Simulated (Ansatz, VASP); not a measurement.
# WBr2: VASP beside Ansatz

One calculation is typed for both programs; each brings its own data sets. How far apart do they land? The structure shown is the start of the Ansatz relaxation below; VASP solves that cell, so the two are compared at the walk's first step.

Main program and level: Ansatz 0.2.0; plane waves, with VASP 6.6.1 beside it; single point at PBEsol.

## (1) The structure

The cell holds 3 atoms: 1 W and 2 Br. Its edges and angles: a = 3.836 Å, b = 3.836 Å, c = 30.253 Å, α = 90.0°, β = 90.0°, γ = 120.0°. Vacuum lies along c. The height across the vacuum is the one that the program set for its solve, not the one typed.

## (2) Ansatz: relaxation, PBEsol

Ansatz runs on its default PAW (the set named soft_2) files.

The two programs are compared at the cell with which this relaxation starts, whose forces are those of its first step.

Contents of input.yaml:

```yaml
crystal:
  lattice:
    - [3.836, 0.0, 0.0]
    - [-1.918, 3.3220734489, 0.0]
    - [0.0, 0.0, 19.2265366365]
  atoms:
    - { symbol: W, position: [0.0, 0.0, 0.5] }
    - { symbol: Br, position: [0.3333333333, 0.6666666667, 0.5839084204] }
    - { symbol: Br, position: [0.6666666667, 0.3333333333, 0.4160915796] }
  periodic: [true, true, false]
kpoints:
  mp_grid: { grid: [6, 6, 1] }
hamiltonian:
  xc: pbesol
scf:
  occupations: { method: fermi_dirac, width: 0.02 }
relax:
  f_tol: 0.01
  max_steps: 80
  cell: {}
```

Launch:

```bash
$ ansatz run input.yaml --threads 8 --pin off --max-ram 14745MiB --backend cpu --events-out ev --progress --plain --runs-dir out
```

Numbers of over 12 decimals in the logs are rounded to 6 here.

What it wrote:

```text
Warning: crystal.periodic: the lattice vector that does not repeat stood 0.000° off the slab's normal, 19.227 Å along it as the deck builds it. The run solves the slab on a vector along the normal, 30.253 Å long, with every atom where it was (on the deck's vector they left 16.00 Å outside them, and the widest stretch free of ions among them is 1.61 Å). A fractional position that the run reports is one of the run's ce [...]
crystal.periodic: the lattice vector that does not repeat stood 0.000° off the slab's normal, 19.227 Å along it as the deck builds it. The run solves the slab on a vector along the normal, 30.253 Å long, with every atom where it was (on the deck's vector they left 16.00 Å outside them, and the widest stretch free of ions among them is 1.61 Å). A fractional position that the run reports is one of the run's cell, which [...]
Engine: ansatz 0.2.0, aarch64-unknown-linux-gnu
Pseudopotentials: kind: paw
Pseudopotential: W, paw, valence charge 14, recommended cutoff 420 eV (normal), W.paw.azcp
Pseudopotential: Br, paw, valence charge 7, recommended cutoff 420 eV (normal), Br.paw.azcp
Functional definition: PBEsol
  exchange = pbesol_x
  correlation = pbesol_c
Crystal: 3 atoms, lattice volume = 385.529 Å³
Basis set: ecut = 420 eV, 7529 PW (Γ), exchange–correlation on 54×54×432 points (8 copies of the dense FFT grid, shifted against one another)
Bands: 18, of which v1, the nominal top of the filled ones, is band 14 counted from 1 (13 counted from 0)
Symmetry: 12 space group operations
Space group: P-3m1 (ITA 164), of the structure as read, at distance tolerance 7.3e-5 Å
k-points: 7 of 36
Non-local potential: W, projectors of the file, l = 0: 3, l = 1: 2, l = 2: 2, l = 3: 1
Non-local potential: Br, projectors of the file, l = 0: 2, l = 1: 2, l = 2: 2
PAW form: soft (Blöchl's): semilocal exchange-correlation on the pseudo side does not see the compensation charge
PAW frozen core: W, regenerated for the run's functional, and the local potential with it (the file was generated under x = pbe(κ = 0.804, μ = 0.219515), c = pbe(β = 0.066725))
PAW frozen core: Br, regenerated for the run's functional, and the local potential with it (the file was generated under x = pbe(κ = 0.804, μ = 0.219515), c = pbe(β = 0.066725))
PAW one-centre angular grid: W, 590 points (default); XC on 64 Gauss nodes
PAW one-centre angular grid: Br, 110 points (default); XC on 64 Gauss nodes
Initial density: superposition of atomic densities (neutral atoms: chi_scale 0, normalization atom), corrected by the library's trained network
Initial wavefunctions: pseudopotential atomic-orbital guess
Functional: x = pbesol(κ = 0.804, μ = 0.123457), c = pbesol(β = 0.046)
SCF iter   1: F=—  HF=-15727.666062 eV  |F-HF|=—  |Δ(HF+E_count)|=         —  Δρ=1.42e-3  dr2=4.36e-2  ethr=1.77e-3  ⟨swp⟩=15.9  Hψ=1220  notcnv=0
[...]
SCF iter   9: F=-15728.846316 eV  HF=-15728.846316 eV  |F-HF|=6.30e-8  |Δ(HF+E_count)|=   7.39e-7  Δρ=2.52e-6  dr2=2.01e-8  ethr=1.07e-9  ⟨swp⟩=7.6  Hψ=655  notcnv=0
SCF 5 converged in 9 iterations: F = -15728.846316 eV  dr2 = 2.01e-8
relax step   5: F+E_penalty+E_count = -15728.84631614 eV  Δ(F+E_penalty+E_count) = -5.929e-2 eV  max|allowed force component| = 2.860e-1 eV/Å  Δτ_max = 0.1516 Å  P = +2.080 N/m  Ω = 263.289 Å³  energy of the carried Pulay correction = +3.520e-3 eV  fix = [c, alpha, beta]  reactions: c +0.000 N/m  (9 SCF iters, dr2 threshold 3.00e-7 eV, accepted)
[...]
relax step   6: F+E_penalty+E_count = -15728.87707026 eV  Δ(F+E_penalty+E_count) = -3.075e-2 eV  max|allowed force component| = 5.443e-2 eV/Å  Δτ_max = 0.0722 Å  P = -0.788 N/m  Ω = 277.787 Å³  energy of the carried Pulay correction = +3.034e-3 eV  fix = [c, alpha, beta]  reactions: c -0.000 N/m  (8 SCF iters, dr2 threshold 3.00e-7 eV, accepted)
[...]
relax step   7: F+E_penalty+E_count = -15728.88190738 eV  Δ(F+E_penalty+E_count) = -4.837e-3 eV  max|allowed force component| = 6.301e-4 eV/Å  Δτ_max = 0.0179 Å  P = -0.008 N/m  Ω = 273.438 Å³  energy of the carried Pulay correction = +3.178e-3 eV  fix = [c, alpha, beta]  reactions: c -0.000 N/m  (7 SCF iters, dr2 threshold 3.00e-7 eV, accepted)
[...]
relax step   8: F+E_penalty+E_count = -15728.87958081 eV  Δ(F+E_penalty+E_count) = +2.327e-3 eV  max|allowed force component| = 4.130e-5 eV/Å  Δτ_max = 0.0000 Å  P = -0.018 N/m  Ω = 273.438 Å³  fix = [c, alpha, beta]  reactions: c -0.000 N/m  stress off target by 1.83e-2 N/m on what of the cell is left free  SCF on the basis re-selected at this cell (its energy is not comparable with the rows above)  (8 SCF iters)
basis re-selected at this cell: Δ(F+E_penalty+E_count) = +2.327e-3 eV, ΔP = -0.010 N/m vs the last step (what re-selecting the basis moved, of the pressure what is left beyond the Pulay correction that the steps carried, after the strain that the cell walked since its last selection, with what the two solves' SCF thresholds leave and, on support functions, any second-order correction that the steps lacked; it is no measure of the basis error at this ecutwfc). The dense FFT grid was sized anew with the basis: this SCF ran on 24×24×216 points, the steps before it on 27×27×216, so part of this shift can come from that change (see relax.cell in the input reference). [rest of the remark cut]
SCF converged after 8 iterations
Free energy (F): -15728.879581 eV
Harris-Foulkes:  -15728.879581 eV  (|F-HF|=3.35e-10)
Internal energy: -15728.870266 eV  (E = F + TS)
E sigma→0 (E₀):  -15728.874924 eV
Entropy (-TS):   -0.009314 eV (-3.105 meV/atom)
Fermi energy:    -3.387787 eV
--- Per-component energies (eV) ---
  E_band       = -626.479263
  E_kinetic    = 721.083937
  E_local      = -48049.752341  (includes V_loc(G=0)·N_el)
  E_nonlocal   = 146.463304
  E_hartree    = 23577.002306
  E_xc         = -788.170000
  E_vxc        = -446.396700  (∫ρ·V_xc dr)
  E_paw        = -12842.892327  (= ΣΔE_a)
  E_vpaw       = -151.881886  (= ΣTr[D̂ρ^β])
  E_aug_tail   = -0.000050  (compensation charges beyond the density's cutoff)
  E_ewald      = 21506.988572
  E_core_change = 0.406333  (= ΣΔE_core)
  E_smearing   = -0.009314  (= −TS)
  E_closure    = 0.000000  (closes the sum)
  Σ components = -15728.879581   (vs F -15728.879581, Δ=0.00e0)
--- Forces (eV/Å), atoms counted from 1 ---
  atom   1  W      0.00000000     0.00000000     0.00000000
  atom   2  Br     0.00000000     0.00000000    -0.00004130
  atom   3  Br     0.00000000    -0.00000000     0.00004130
  max |Σ_I F_I| component: 2.31e-18 eV/Å
--- 2D stress c σ (N/m, compression-positive) ---
       -0.018270       0.000000       0.000000
        0.000000      -0.018270      -0.000000
        0.000000      -0.000000      -0.000000
  P = ½ c Tr σ = -0.0183 N/m
--- Relaxed structure (7 steps of the walk, 7 accepted, 1 SCFs on fresh bases) ---
  F+E_penalty+E_count = -15728.87958081 eV   max|allowed force component| = 4.130e-5 eV/Å   (the final SCF, on the basis selected at the relaxed cell)
  cell:  # Å, volume = 273.4376 Å³
    - [3.230569, 0.0, 0]
    - [-1.615285, 2.797755, 0]
    - [0, 0, 30.253073]
  atoms:
    - { symbol: W, position: [0, 0, 0.317762] }
    - { symbol: Br, position: [0.333333, 0.666667, 0.378063] }
    - { symbol: Br, position: [0.666667, 0.333333, 0.257460] }
```

The column dr2 measures how far the density is from self-consistency, as an energy; F and HF (Harris–Foulkes) agree once it is small.

## (3) VASP: single point, PBEsol, start cell

The same cell, functional, mesh and smearing now go to VASP, with its own data sets.

Lines of VASP's logs that name or quote its potential files are left out, and so is its time.

Contents of INCAR:

```
SYSTEM = WBr2
PREC = Accurate
ENCUT = 520
EDIFF = 1E-06
NELM = 120
ISMEAR = -1
SIGMA = 0.02
LREAL = .FALSE.
ALGO = Normal
GGA = PS
NBANDS = 16
LASPH = .TRUE.
LORBIT = 11
LWAVE = .FALSE.
LCHARG = .FALSE.
ISIF = 2
LDIPOL = .TRUE.
IDIPOL = 3
DIPOL = 0.5 0.5 0.318
LVHAR = .TRUE.
GGA_COMPAT = .FALSE.
NELMDL = -8
```

Contents of POSCAR:

```
WBr2
1.0
    3.8360000000      0.0000000000      0.0000000000
   -1.9180000000      3.3220730000      0.0000000000
    0.0000000000      0.0000000000     30.2530730000
W Br
1 2
Direct
    0.0000000000      0.0000000000      0.3177617031
    0.3333334337      0.6666668673      0.3710874925
    0.6666667168      0.3333334337      0.2644359467
```

Contents of KPOINTS:

```
Automatic mesh
0
Gamma
6 6 1
0 0 0
```

The projector-augmented-wave data sets are W and Br (PBE family, release 64).

Launch:

```bash
$ mpirun -np 1 vasp_std
```

What it wrote:

```text
[banner, memory and clock lines left out]
running    1 mpi-ranks, on    1 nodes
 distrk:  each k-point on    1 cores,    1 groups
 distr:  one band on    1 cores,    1 groups

 POSCAR found type information on POSCAR W Br
 POSCAR found :  2 types and       3 ions
|                                                                             |
|               ----> ADVICE to this user running VASP <----                  |
|                                                                             |
|     You enforced a specific xc type in the INCAR file but a different       |
|     [... a line on the potential file left out ...]
|     I HOPE YOU KNOW WHAT YOU ARE DOING!                                     |
|                                                                             |

 LDA part: xc-table for (Slater+PW92), standard interpolation
 POSCAR, INCAR and KPOINTS ok, starting setup
 FFT: planning ... GRIDC
 FFT: planning ... GRID_SOFT
 FFT: planning ... GRID
 WAVECAR not read
 entering main loop
       N       E                     dE             d eps       ncg     rms          rms(c)
DAV:   1     0.159051202394E+03    0.15905E+03   -0.57539E+03   224   0.839E+02
DAV:   2     0.106402225430E+02   -0.14841E+03   -0.14376E+03   408   0.143E+02
DAV:   3    -0.154899932135E+02   -0.26130E+02   -0.25812E+02   328   0.782E+01
DAV:   4    -0.161147275605E+02   -0.62473E+00   -0.62341E+00   280   0.153E+01
DAV:   5    -0.161234650149E+02   -0.87375E-02   -0.87292E-02   296   0.162E+00
DAV:   6    -0.161236638821E+02   -0.19887E-03   -0.19886E-03   288   0.258E-01
DAV:   7    -0.161236699123E+02   -0.60302E-05   -0.60277E-05   320   0.403E-02
DAV:   8    -0.161236701144E+02   -0.20213E-06   -0.20218E-06   256   0.765E-03    0.119E+01
DAV:   9    -0.157505104154E+02    0.37316E+00   -0.11223E+00   328   0.531E+00    0.557E+00
DAV:  10    -0.156963686439E+02    0.54142E-01   -0.15957E-01   296   0.251E+00    0.161E+00
DAV:  11    -0.156940350744E+02    0.23336E-02   -0.23323E-02   304   0.102E+00    0.321E-01
DAV:  12    -0.156931495361E+02    0.88554E-03   -0.14805E-03   312   0.234E-01    0.150E-01
DAV:  13    -0.156925420475E+02    0.60749E-03   -0.13878E-03   288   0.199E-01    0.538E-02
DAV:  14    -0.156924735223E+02    0.68525E-04   -0.87014E-05   312   0.506E-02    0.409E-02
[...]
DAV:  19    -0.156927805427E+02   -0.38901E-04   -0.19982E-06   216   0.586E-03    0.146E-03
DAV:  20    -0.156927978208E+02   -0.17278E-04   -0.66033E-07   200   0.283E-03    0.286E-03
DAV:  21    -0.156928111741E+02   -0.13353E-04   -0.53112E-07   208   0.201E-03    0.469E-04
DAV:  22    -0.156928136864E+02   -0.25123E-05   -0.67702E-08   256   0.820E-04    0.288E-04
DAV:  23    -0.156928178912E+02   -0.42048E-05   -0.15526E-07   208   0.968E-04    0.337E-04
DAV:  24    -0.156928189363E+02   -0.10451E-05   -0.25055E-08   248   0.390E-04    0.231E-04
DAV:  25    -0.156928202746E+02   -0.13382E-05   -0.42955E-08   232   0.429E-04    0.151E-04
DAV:  26    -0.156928204371E+02   -0.16251E-06   -0.42933E-10   232   0.136E-04
   1 F= -.15692820E+02 E0= -.15691386E+02  d E =-.286953E-02
```

Parts of OUTCAR (step 3):

```text
ion  position               nearest neighbor table
   1  0.000  0.000  0.318-   3 2.74   3 2.74   3 2.74   2 2.74   2 2.74   2 2.74
   2  0.333  0.667  0.371-   1 2.74   1 2.74   1 2.74
   3  0.667  0.333  0.264-   1 2.74   1 2.74   1 2.74

  LATTYP: Found a hexagonal cell.
 ALAT       =     3.8360000000
 C/A-ratio  =     7.8866196559

 Subroutine GETGRP returns: Found 12 space group operations
 (whereof  6 operations were pure point group operations)

The static configuration has the point symmetry C_3v.
 The point group associated with its full space group is D_3d.

 Found      7 irreducible k-points:

   k-points           NKPTS =      7   k-points in BZ     NKDIM =      7   number of bands    NBANDS=     16

   dimension x,y,z NGX =    30 NGY =   30 NGZ =  240
   dimension x,y,z NGXF=    60 NGYF=   60 NGZF=  480

   ENCUT  =  520.0 eV  38.22 Ry    6.18 a.u.   7.13  7.13 56.25*2*pi/ulx,y,z

   NELECT =      20.0000    total number of electrons

 k-points in reciprocal lattice and weights: Automatic mesh
   0.00000000  0.00000000  0.00000000       0.028
   0.16666667  0.00000000  0.00000000       0.167
   0.33333333  0.00000000  0.00000000       0.167
   0.50000000  0.00000000  0.00000000       0.083
   0.16666667  0.16666667  0.00000000       0.167
   0.33333333  0.16666667  0.00000000       0.333
   0.33333333  0.33333333  0.00000000       0.056

 dipolmoment           0.000000      0.000000     -0.000007 electrons x Angstroem

 average (electrostatic) potential at core
       1 -48.2482       2 -69.9266       3 -69.9265

 E-fermi :  -2.0867

 k-point     1 :       0.0000    0.0000    0.0000
  band No.  band energies     occupation
    ...
      7      -5.8314      2.00000
      8      -5.8314      2.00000
      9      -2.9678      2.00000
     10      -2.9678      2.00000
     11      -2.8672      2.00000
     12      -1.0086      0.00000
     13      -0.9479      0.00000
     14      -0.9479      0.00000
     15       0.7658      0.00000
     16       1.3735      0.00000

 k-point     2 :       0.1667    0.0000    0.0000
  band No.  band energies     occupation
    ...
      7      -6.3717      2.00000
      8      -6.1465      2.00000
      9      -3.1614      2.00000
     10      -2.5783      2.00000
     11      -2.4250      2.00000
     12      -1.3264      0.00000
     13      -0.9411      0.00000
     14      -0.1248      0.00000
     15       1.5746      0.00000
     16       1.8079      0.00000

 k-point     3 :       0.3333    0.0000    0.0000
  band No.  band energies     occupation
    ...
      5      -7.6533      2.00000
      6      -7.2680      2.00000
      7      -6.7118      2.00000
      8      -6.5296      2.00000
      9      -3.5536      2.00000
     10      -2.0268      0.09547
     11      -1.9165      0.00040
     12      -0.8115      0.00000
     13      -0.7481      0.00000
     14       0.6174      0.00000
    ...

  Total       -7.3639659     -7.3639639     -4.0307708      0.0000000      0.0000000     -0.0000000
  in kB      -30.6030763    -30.6030681    -16.7510265      0.0000000      0.0000000     -0.0000000
  external PRESSURE =     -25.9857236 kB  Pullay stress =       0.0000000 kB

  energy-cutoff  :      520.00
  volume of cell :      385.53
      direct lattice vectors                 reciprocal lattice vectors
     3.836000000  0.000000000  0.000000000     0.260688217  0.150508433  0.000000000
    -1.918000000  3.322073000  0.000000000     0.000000000  0.301016865  0.000000000
     0.000000000  0.000000000 30.253073000     0.000000000  0.000000000  0.033054493

 POSITION                                       TOTAL-FORCE (eV/Angst)
 -----------------------------------------------------------------------------------
      0.00000      0.00000      9.61327        -0.000000     -0.000000      0.000000
      0.00000      2.21472     11.22654         0.000000     -0.000000     -1.245662
      1.91800      1.10736      8.00000        -0.000000      0.000000      1.245662
 -----------------------------------------------------------------------------------
    total drift:                                0.000000     -0.000638     -0.000985

  FREE ENERGIE OF THE ION-ELECTRON SYSTEM (eV)
  ---------------------------------------------------
  free  energy   TOTEN  =       -15.6928204371 eV

  energy  without entropy=      -15.6899509106  energy(sigma->0) =      -15.69138567

 vacuum level on the upper side and lower side of the slab         1.600         1.600

 total charge
# of ion       s       p       d       tot
------------------------------------------
    1        0.366   0.299   3.990   4.655
    2        1.601   3.148   0.049   4.798
    3        1.601   3.148   0.049   4.798
--------------------------------------------------
tot          3.569   6.594   4.087  14.250

[... 3 further parts left out ...]
```

This run has no spin polarisation, so a moment on W, if there is one, isn't seen. The data set W keeps the semicore shell frozen, which is cheaper and a little less accurate.

## (4) Comparison

Known differences besides the potentials themselves: Ansatz cuts the interaction across the vacuum, VASP repeats the sheet with a dipole correction; the data sets hold 28 valence electrons in Ansatz (on its default PAW (the set named soft_2) files) and 20 in VASP; the cutoff is 420 eV in Ansatz and 520 eV in VASP; Ansatz makes its cores anew for this functional, VASP keeps those of its PBE data sets. Total energies have different zeros and are not compared.

Forces (eV/Å; atoms numbered as in POSCAR):

```tsv
atom	Ansatz x, y, z	VASP x, y, z
W1	0.000, 0.000, 0.000	0.000, 0.000, 0.000
Br2	0.000, 0.000, -1.199	0.000, 0.000, -1.246
Br3	0.000, 0.000, 1.199	0.000, 0.000, 1.246
```

The forces differ by 22 meV/Å r.m.s., which is 3.7 % of the r.m.s. force of 0.587 eV/Å (both taken over all components). With vacuum in the cell, a pressure given here is an average over mostly empty space and none of the material.

## (5) What the set-up changes

Further runs change the set-up of one program: Ansatz's method, potentials or start, or VASP's data sets, cutoff or form of LDA. The table gives that difference for each run.

```tsv
run	r.m.s. force difference (meV/Å)
as above	22
VASP with the data sets W_sv and Br and a cutoff of 400 eV	7.3
```

## (6) Outcome

| Quantity | Value |
| --- | --- |
| r.m.s. force difference (single point, PBEsol, start cell) | 3.7 % of the r.m.s. force |

**Reading.** The r.m.s. force difference is 3.7 % of the r.m.s. force (single point, PBEsol, start cell), beyond the 3 % picked in this series as the mark of a large difference. The data sets hold unlike numbers of valence electrons (28 in Ansatz and 20 in VASP), so part of the differences comes from the potentials. Single point, PBEsol, start cell, VASP with the data sets W_sv and Br and a cutoff of 400 eV: r.m.s. force difference goes from 22 to 7.3 meV/Å. 1 further run of this series is not shown here. How closely two codes agree says nothing of how well the functional describes the real material.

[Lines on the potential files, build, host, timing and source positions are cut from VASP's logs without a mark.]

[Logs are printed without paths, hosts, clocks, repeated set-up lines and the standing remarks that a program may print on its own settings, such as how far it seeks lower states.]

[Hosts, paths, dates, database ids (printed as entryN), source tags and the programs' standing remarks are cut or masked in the printed files.]

[Rows of further runs with another cutoff or data set may stand on the cell that Ansatz relaxed, not on the start cell of the pair above them.]
